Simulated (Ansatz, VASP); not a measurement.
# Cross-check of Ta between VASP and Ansatz, part 2 of 2

One calculation is typed for both programs; each brings its own data sets. How far apart do they land? The cell is taken from a series of runs on this material, whose earlier steps may have relaxed, scaled, displaced or heated it; both programs get it as it stands.

VASP 6.6.1 and Ansatz 0.2.0.

So far: Set-up; Ansatz: elastic constants, LDA, pair 1.

### Step 3. VASP: elastic constants, LDA, pair 1

Level of this step: LDA; plane waves and PAW (Ta_pv) (VASP).

The same cell, functional (in two slightly different forms), mesh and smearing now go to VASP, with its own data sets.

Lines of VASP's logs that name or quote its potential files are left out, and so is its time.

INCAR

```
SYSTEM = Ta
PREC = Accurate
ENCUT = 500
EDIFF = 1E-08
NELM = 120
ISMEAR = 1
SIGMA = 0.25
LREAL = .FALSE.
ALGO = Normal
GGA = CA
NBANDS = 11
LASPH = .TRUE.
LORBIT = 11
LWAVE = .FALSE.
LCHARG = .FALSE.
ISIF = 3
IBRION = 6
NFREE = 2
POTIM = 0.015
NSW = 1
GGA_COMPAT = .FALSE.
KPAR = 2
```

POSCAR

```
Ta
1.0
   -1.6306043912      1.6306043912      1.6306043912
    1.6306043912     -1.6306043912      1.6306043912
    1.6306043912      1.6306043912     -1.6306043912
Ta
1
Direct
    0.0000000000      0.0000000000      0.0000000000
```

KPOINTS

```
Automatic mesh
0
Gamma
4 4 4
0 0 0
```

The projector-augmented-wave data sets are Ta_pv (LDA family, release 64).

Started as:

```console
$ mpirun -np 2 vasp_std
```

Numbers of over 12 decimals in the logs are rounded to 6 here.

Log:

```text
[banner, memory and clock lines left out]
running    2 mpi-ranks, on    1 nodes
 distrk:  each k-point on    1 cores,    2 groups
 distr:  one band on    1 cores,    1 groups

 POSCAR found type information on POSCAR Ta
 POSCAR found :  1 types and       1 ions
 LDA part: xc-table for (Slater(with rela. corr.)+CA(PZ))
 , standard interpolation
 POSCAR, INCAR and KPOINTS ok, starting setup
 FFT: planning ... GRIDC
 FFT: planning ... GRID_SOFT
 FFT: planning ... GRID
 WAVECAR not read
 entering main loop
       N       E                     dE             d eps       ncg     rms          rms(c)
DAV:   1     0.483197190808E+02    0.48320E+02   -0.63980E+03   176   0.927E+02
DAV:   2    -0.126582406778E+02   -0.60978E+02   -0.59629E+02   194   0.233E+02
DAV:   3    -0.133941183088E+02   -0.73588E+00   -0.73170E+00   225   0.245E+01
DAV:   4    -0.133966761058E+02   -0.25578E-02   -0.25577E-02   197   0.151E+00
DAV:   5    -0.133966827884E+02   -0.66826E-05   -0.66826E-05   205   0.848E-02    0.144E+01
DAV:   6    -0.130360835078E+02    0.36060E+00   -0.30084E-01   191   0.593E+00    0.701E+00
DAV:   7    -0.129170615821E+02    0.11902E+00   -0.31706E-01   182   0.537E+00    0.326E-01
DAV:   8    -0.129146618955E+02    0.23997E-02   -0.46148E-03   205   0.845E-01    0.216E-01
DAV:   9    -0.129144874899E+02    0.17441E-03   -0.24767E-04   191   0.154E-01    0.266E-02
DAV:  10    -0.129144846363E+02    0.28535E-05   -0.24000E-05   205   0.472E-02    0.315E-03
DAV:  11    -0.129144846012E+02    0.35147E-07   -0.24823E-07   215   0.596E-03    0.373E-04
DAV:  12    -0.129144845982E+02    0.29579E-08   -0.30605E-09   115   0.517E-04
   1 F= -.12914485E+02 E0= -.12912778E+02  d E =-.512025E-02
[... from here on, the cycles between the ionic steps are left out ...]
   2 F= -.12911357E+02 E0= -.12909808E+02  d E =-.464600E-02
   3 F= -.12907550E+02 E0= -.12906376E+02  d E =-.352317E-02
   4 F= -.12911357E+02 E0= -.12909808E+02  d E =-.464581E-02
   6 F= -.12911357E+02 E0= -.12909808E+02  d E =-.464581E-02
   7 F= -.12907550E+02 E0= -.12906376E+02  d E =-.352322E-02
   8 F= -.12913252E+02 E0= -.12911881E+02  d E =-.411086E-02
   9 F= -.12913252E+02 E0= -.12911882E+02  d E =-.411068E-02
  10 F= -.12913252E+02 E0= -.12911881E+02  d E =-.411074E-02
  11 F= -.12913252E+02 E0= -.12911882E+02  d E =-.411068E-02
  12 F= -.12913252E+02 E0= -.12911881E+02  d E =-.411074E-02
  13 F= -.12913252E+02 E0= -.12911882E+02  d E =-.411068E-02
  14 F= -.12914484E+02 E0= -.12912778E+02  d E =-.512028E-02
 Finite differences progress:
  Degree of freedom:   7/  7
  Displacement:        1/  2
  Total:              13/ 14
 bond charge predicted
       N       E                     dE             d eps       ncg     rms          rms(c)
DAV:   1    -0.129017680396E+02    0.12716E-01   -0.25288E+00   184   0.181E+01    0.134E-01
DAV:   2    -0.129149322765E+02   -0.13164E-01   -0.14202E-01   176   0.368E+00    0.839E-02
DAV:   3    -0.129144833576E+02    0.44892E-03   -0.12596E-03   201   0.364E-01    0.943E-03
DAV:   4    -0.129144853849E+02   -0.20273E-05   -0.84184E-05   185   0.906E-02    0.467E-03
DAV:   5    -0.129144846199E+02    0.76503E-06   -0.11527E-06   202   0.110E-02    0.853E-04
DAV:   6    -0.129144844912E+02    0.12865E-06   -0.56871E-08   191   0.246E-03    0.201E-04
DAV:   7    -0.129144844775E+02    0.13735E-07   -0.19032E-09   109   0.448E-04    0.278E-05
DAV:   8    -0.129144844786E+02   -0.11382E-08   -0.18562E-10    88   0.168E-04
  15 F= -.12914484E+02 E0= -.12912778E+02  d E =-.512028E-02
 Finite differences progress:
  Degree of freedom:   7/  7
  Displacement:        2/  2
  Total:              14/ 14
```

From OUTCAR (step 3):

```text
ion  position               nearest neighbor table
   1  0.000  0.000  0.000-

  LATTYP: Found a body centered cubic cell.
 ALAT       =     3.2612087824

 Subroutine GETGRP returns: Found 48 space group operations
 (whereof 48 operations were pure point group operations)

The static configuration has the point symmetry O_h .

 Found      8 irreducible k-points:

   k-points           NKPTS =      8   k-points in BZ     NKDIM =      8   number of bands    NBANDS=     11

   dimension x,y,z NGX =    24 NGY =   24 NGZ =   24
   dimension x,y,z NGXF=    48 NGYF=   48 NGZF=   48

   ENCUT  =  500.0 eV  36.75 Ry    6.06 a.u.   5.15  5.15  5.15*2*pi/ulx,y,z

   NELECT =      11.0000    total number of electrons

 k-points in reciprocal lattice and weights: Automatic mesh
   0.00000000  0.00000000  0.00000000       0.016
   0.25000000  0.00000000  0.00000000       0.188
   0.50000000  0.00000000  0.00000000       0.094
   0.25000000  0.25000000  0.00000000       0.375
   0.25000000  0.25000000  0.25000000       0.031
  -0.25000000  0.25000000  0.25000000       0.094
   0.50000000  0.50000000  0.25000000       0.188
   0.50000000  0.50000000  0.50000000       0.016

 average (electrostatic) potential at core
       1 -36.4549

 E-fermi :   5.5944

 k-point     1 :       0.0000    0.0000    0.0000
  band No.  band energies     occupation
      1     -27.0728      2.00000
      2     -27.0728      2.00000
      3     -27.0728      2.00000
      4      -2.2632      2.00000
      5       6.3590     -0.00013
      6       6.3590     -0.00013
      7       6.3590     -0.00013
      8       9.7655     -0.00000
      9       9.7655     -0.00000
    ...

 k-point     2 :       0.2500    0.0000    0.0000
  band No.  band energies     occupation
    ...
      2     -27.2942      2.00000
      3     -27.0776      2.00000
      4       0.1026      2.00000
      5       5.0217      2.00561
      6       5.5821      1.08291
      7       9.0974     -0.00000
      8       9.1608     -0.00000
      9       9.9606     -0.00000
     10      19.4833      0.00000
     11      21.2643      0.00000

 k-point     3 :       0.5000    0.0000    0.0000
  band No.  band energies     occupation
      1     -28.4226      2.00000
      2     -27.5070      2.00000
      3     -27.0828      2.00000
      4       1.1675      2.00000
      5       3.9968      2.00000
      6       7.6433     -0.00000
      7       9.6663     -0.00000
      8      10.7238      0.00000
      9      13.8072      0.00000
     10      17.9285      0.00000
    ...

  Total        0.1138976      0.1138976      0.1138976     -0.0000000      0.0000000      0.0000000
  in kB       10.5225110     10.5225110     10.5225110     -0.0000000      0.0000000      0.0000000
  external PRESSURE =      10.5225110 kB  Pullay stress =       0.0000000 kB

  energy-cutoff  :      500.00
  volume of cell :       17.34
      direct lattice vectors                 reciprocal lattice vectors
    -1.630604391  1.630604391  1.630604391     0.000000000  0.306634768  0.306634768
     1.630604391 -1.630604391  1.630604391     0.306634768  0.000000000  0.306634768
     1.630604391  1.630604391 -1.630604391     0.306634768  0.306634768  0.000000000

 POSITION                                       TOTAL-FORCE (eV/Angst)
 -----------------------------------------------------------------------------------
     -0.01500      0.00000      0.00000        -0.000000      0.000000      0.000000
 -----------------------------------------------------------------------------------
    total drift:                                0.000005      0.000000      0.000000

  FREE ENERGIE OF THE ION-ELECTRON SYSTEM (eV)
  ---------------------------------------------------
  free  energy   TOTEN  =       -12.9144844786 eV

  energy  without entropy=      -12.9093641942  energy(sigma->0) =      -12.91277772

  SYMMETRIZED ELASTIC MODULI (kBar)
 Direction    XX          YY          ZZ          XY          YZ          ZX
 --------------------------------------------------------------------------------
 XX        4127.7202   1599.0980   1599.0980     -0.0000     -0.0000      0.0000
 YY        1599.0980   4127.7202   1599.0980     -0.0000      0.0000      0.0000
 ZZ        1599.0980   1599.0980   4127.7202     -0.0000      0.0000     -0.0000
 XY          -0.0000     -0.0000     -0.0000   1032.5116      0.0000     -0.0000
 YZ          -0.0000      0.0000      0.0000      0.0000   1032.5116      0.0000
 ZX           0.0000      0.0000     -0.0000     -0.0000      0.0000   1032.5116
 --------------------------------------------------------------------------------

 Eigenvectors and eigenvalues of the dynamical matrix
 ----------------------------------------------------

   1 f/i=    0.000000 THz     0.000000 2PiTHz    0.000000 cm-1     0.000000 meV
             X         Y         Z           dx          dy          dz
      0.000000  0.000000  0.000000     0.999913    0.013157    0.000000

   2 f/i=    0.000000 THz     0.000000 2PiTHz    0.000000 cm-1     0.000000 meV
             X         Y         Z           dx          dy          dz
      0.000000  0.000000  0.000000     0.013157   -0.999913    0.000000

   3 f/i=    0.000000 THz     0.000000 2PiTHz    0.000000 cm-1     0.000000 meV
             X         Y         Z           dx          dy          dz
      0.000000  0.000000  0.000000     0.000000    0.000000    1.000000

 ELASTIC MODULI CONTR FROM IONIC RELAXATION (kBar)
 Direction    XX          YY          ZZ          XY          YZ          ZX
 --------------------------------------------------------------------------------
 XX           0.0000      0.0000      0.0000      0.0000      0.0000      0.0000
 YY           0.0000      0.0000      0.0000      0.0000      0.0000      0.0000
 ZZ           0.0000      0.0000      0.0000      0.0000      0.0000      0.0000
 XY           0.0000      0.0000      0.0000      0.0000      0.0000      0.0000
 YZ           0.0000      0.0000      0.0000      0.0000      0.0000      0.0000
 ZX           0.0000      0.0000      0.0000      0.0000      0.0000      0.0000
 --------------------------------------------------------------------------------

 TOTAL ELASTIC MODULI (kBar)
 Direction    XX          YY          ZZ          XY          YZ          ZX
 --------------------------------------------------------------------------------
 XX        4127.7202   1599.0980   1599.0980     -0.0000     -0.0000      0.0000
 YY        1599.0980   4127.7202   1599.0980     -0.0000      0.0000      0.0000
 ZZ        1599.0980   1599.0980   4127.7202     -0.0000      0.0000     -0.0000
 XY          -0.0000     -0.0000     -0.0000   1032.5116      0.0000     -0.0000
 YZ          -0.0000      0.0000      0.0000      0.0000   1032.5116      0.0000
 ZX           0.0000      0.0000     -0.0000     -0.0000      0.0000   1032.5116
 --------------------------------------------------------------------------------

 total charge
# of ion       s       p       d       tot
------------------------------------------
    1        0.378   6.189   2.450   9.016

[... 3 further parts left out ...]
```

This run has no spin polarisation. Its electron count is odd, so without a moment it is a metal by construction. The last energy, forces, stress and levels in OUTCAR belong to the last displaced cell, not to the cell of POSCAR. The k-mesh is coarse for a metal.

Levels, forces or a CONTCAR printed for this step are those of its last displaced cell, not of the structure at rest.

### Step 4. Comparison

Known differences besides the potentials themselves: the two LDA forms differ slightly; the data sets hold 13 valence electrons in Ansatz (on its default PAW (the set named soft_2) files) and 11 in VASP; the cutoff is 420 eV in Ansatz and 500 eV in VASP; VASP's log shows a relativistic correction to its local exchange, Ansatz's none; VASP takes each elastic constant from one size of strain, Ansatz from those that its log lists. Total energies have different zeros and are not compared.

The two programs side by side:

| quantity | Ansatz | VASP | difference |
| --- | --- | --- | --- |
| C11 (GPa) | 408.4 | 412.8 | -1.05 % |
| C22 (GPa) | 408.4 | 412.8 | -1.05 % |
| C33 (GPa) | 408.4 | 412.8 | -1.05 % |
| C12 (GPa) | 157.3 | 159.9 | -1.66 % |
| C13 (GPa) | 157.3 | 159.9 | -1.66 % |
| C23 (GPa) | 157.3 | 159.9 | -1.66 % |
| C44 (GPa) | 100.5 | 103.2 | -2.69 % |
| C55 (GPa) | 100.5 | 103.2 | -2.69 % |
| C66 (GPa) | 100.5 | 103.2 | -2.69 % |

### Step 5. Ansatz: elastic constants, LDA, pair 2

Elastic constants are differences of stresses under small strains, so they test the stress and the mesh. The cell compared in this pair holds 17.22 Å³, against 17.34 Å³ for the pair before.

The cell is taken from a series of runs on this material, whose earlier steps may have relaxed, scaled, displaced or heated it; both programs get it as it stands.

input.yaml

```yaml
crystal:
  lattice:
    - [-1.6269203935, 1.6269203935, 1.6269203935]
    - [1.6269203935, -1.6269203935, 1.6269203935]
    - [1.6269203935, 1.6269203935, -1.6269203935]
  atoms:
    - { symbol: Ta, position: [0.0, 0.0, 0.0] }
kpoints:
  mp_grid: { grid: [20, 20, 20] }
hamiltonian:
  xc: lda
scf:
  occupations: { method: gaussian, width: 0.05 }
output:
  forces: true
  stress: true
  eigenvalues: true
elastic:
  mode: relaxed_ion
  stencil: two_point
  amplitude: 0.002
```

Started as:

```console
$ ansatz run input.yaml --threads 4 --pin off --max-ram 16384MiB --backend cpu --events-out ev --progress --plain --runs-dir out
```

Log:

```text
[...]
Crystal: 1 atoms, lattice volume = 17.225 Å³
Basis set: ecut = 420 eV, 321 PW (Γ)
Bands: 11, of which v1, the nominal top of the filled ones, is band 7 counted from 1 (6 counted from 0)
Symmetry: 48 space group operations
[...]
k-points: 256 of 8000
[...]
2.000e-3       0.6445       -9682.6111772       5   97231    370   relax 0 steps, max|allowed force component| 0.00e0 eV/Å
[...]
δ    σ_23 (GPa)             F (eV)   n_scf  n_hpsi   n_pw
    -2.000e-3      -0.1689       -9682.6112299       6  201664    370   relax 0 steps, max|allowed force component| 0.00e0 eV/Å
     2.000e-3       0.1689       -9682.6112299       4  168678    370   relax 0 steps, max|allowed force component| 0.00e0 eV/Å
[key lines of the parts left out:]
SCF converged after 8 iterations
Free energy (F): -9682.611246 eV
Fermi energy:    19.230176 eV
P = ⅓ Tr σ = -0.0151 GPa (-0.151 kbar)
```

### Step 6. VASP: elastic constants, LDA, pair 2

The same cell, functional (in two slightly different forms), mesh and smearing now go to VASP, with its own data sets.

Edit INCAR of step 3 so:

```diff
@@ -5,4 +5,4 @@
 NELM = 120
-ISMEAR = 1
-SIGMA = 0.25
+ISMEAR = 0
+SIGMA = 0.05
 LREAL = .FALSE.
```

POSCAR

```
Ta
1.0
   -1.6269203935      1.6269203935      1.6269203935
    1.6269203935     -1.6269203935      1.6269203935
    1.6269203935      1.6269203935     -1.6269203935
Ta
1
Direct
    0.0000000000      0.0000000000      0.0000000000
```

KPOINTS

```
Automatic mesh
0
Gamma
20 20 20
0 0 0
```

Started as:

```console
$ mpirun -np 2 vasp_std
```

Log:

```text
[... set-up lines as in an earlier step ...]
 entering main loop
       N       E                     dE             d eps       ncg     rms          rms(c)
DAV:   1     0.548266507033E+02    0.54827E+02   -0.61403E+03  5640   0.932E+02
DAV:   2    -0.124324674482E+02   -0.67259E+02   -0.65674E+02  6233   0.245E+02
DAV:   3    -0.132917766666E+02   -0.85931E+00   -0.85153E+00  6884   0.270E+01
DAV:   4    -0.132945485647E+02   -0.27719E-02   -0.27715E-02  6256   0.158E+00
[...]
DAV:  10    -0.128281970984E+02    0.71055E-06   -0.39059E-06  6436   0.220E-02    0.481E-03
DAV:  11    -0.128281970483E+02    0.50104E-07   -0.24339E-07  6277   0.535E-03    0.116E-03
DAV:  12    -0.128281970459E+02    0.24477E-08   -0.12140E-08  4461   0.117E-03
   1 F= -.12828197E+02 E0= -.12827519E+02  d E =-.135591E-02
[... from here on, the cycles between the ionic steps are left out ...]
   2 F= -.12825804E+02 E0= -.12825062E+02  d E =-.148532E-02
   3 F= -.12822785E+02 E0= -.12822062E+02  d E =-.144661E-02
   4 F= -.12825804E+02 E0= -.12825062E+02  d E =-.148534E-02
   6 F= -.12825804E+02 E0= -.12825062E+02  d E =-.148534E-02
   7 F= -.12822785E+02 E0= -.12822062E+02  d E =-.144661E-02
   8 F= -.12827230E+02 E0= -.12826500E+02  d E =-.146054E-02
   9 F= -.12827230E+02 E0= -.12826500E+02  d E =-.146055E-02
  10 F= -.12827230E+02 E0= -.12826500E+02  d E =-.146055E-02
  11 F= -.12827230E+02 E0= -.12826500E+02  d E =-.146055E-02
  12 F= -.12827230E+02 E0= -.12826500E+02  d E =-.146055E-02
  13 F= -.12827230E+02 E0= -.12826500E+02  d E =-.146055E-02
  14 F= -.12828197E+02 E0= -.12827520E+02  d E =-.135591E-02
  15 F= -.12828197E+02 E0= -.12827520E+02  d E =-.135591E-02
 Finite differences progress:
  Degree of freedom:   7/  7
  Displacement:        2/  2
  Total:              14/ 14
```

From OUTCAR (step 6):

```text
  Total        0.0929954      0.0929954      0.0929954      0.0000000     -0.0000000      0.0000000
  in kB        8.6499422      8.6499422      8.6499422      0.0000000     -0.0000000      0.0000000
  external PRESSURE =       8.6499422 kB  Pullay stress =       0.0000000 kB

 POSITION                                       TOTAL-FORCE (eV/Angst)
 -----------------------------------------------------------------------------------
     -0.01500      0.00000      0.00000         0.000000      0.000000      0.000000
 -----------------------------------------------------------------------------------
    total drift:                                0.000005      0.000000      0.000000

  FREE ENERGIE OF THE ION-ELECTRON SYSTEM (eV)
  ---------------------------------------------------
  free  energy   TOTEN  =       -12.8281974639 eV

  energy  without entropy=      -12.8268415538  energy(sigma->0) =      -12.82751951

[... 3 further parts left out ...]
[key lines of the parts left out:]
E-fermi :   5.7549
```

Levels, forces or a CONTCAR printed for this step are those of its last displaced cell, not of the structure at rest.

### Step 7. Side by side

What differs besides the data sets and the points named for the pairs above, as far as they apply: the data sets hold 13 valence electrons in Ansatz (on its default PAW (the set named soft_2) files) and 11 in VASP. Total energies have different zeros and are not compared.

Compared:

| quantity | Ansatz | VASP | difference |
| --- | --- | --- | --- |
| C11 (GPa) | 316.8 | 318.7 | -0.61 % |
| C22 (GPa) | 316.8 | 318.7 | -0.61 % |
| C33 (GPa) | 316.8 | 318.7 | -0.61 % |
| C12 (GPa) | 173.6 | 174.3 | -0.41 % |
| C13 (GPa) | 173.6 | 174.3 | -0.41 % |
| C23 (GPa) | 173.6 | 174.3 | -0.41 % |
| C44 (GPa) | 84.4 | 77.3 | +9.16 % |
| C55 (GPa) | 84.4 | 77.3 | +9.16 % |
| C66 (GPa) | 84.4 | 77.3 | +9.16 % |

### Step 8. Outcome

* difference in C44 (elastic constants, LDA, pair 1): -2.7 %
* difference in C44 (elastic constants, LDA, pair 2): 9.2 %

In words: The difference in C44 is 9.2 % (elastic constants, LDA, pair 2), beyond the 5 % picked in this series as the mark of a large difference. The data sets hold unlike numbers of valence electrons (13 in Ansatz and 11 in VASP), so part of the differences comes from the potentials. Such differences can come from data sets, numerical settings and the points named under the comparisons, not from the functional's error against experiment.

[Lines on the potential files, build, host, timing and source positions are cut from VASP's logs without a mark.]

[Logs are printed without paths, hosts, clocks, repeated set-up lines and the standing remarks that a program may print on its own settings, such as how far it seeks lower states.]

[Hosts, paths, dates, database ids (printed as entryN), source tags and the programs' standing remarks are cut or masked in the printed files.]
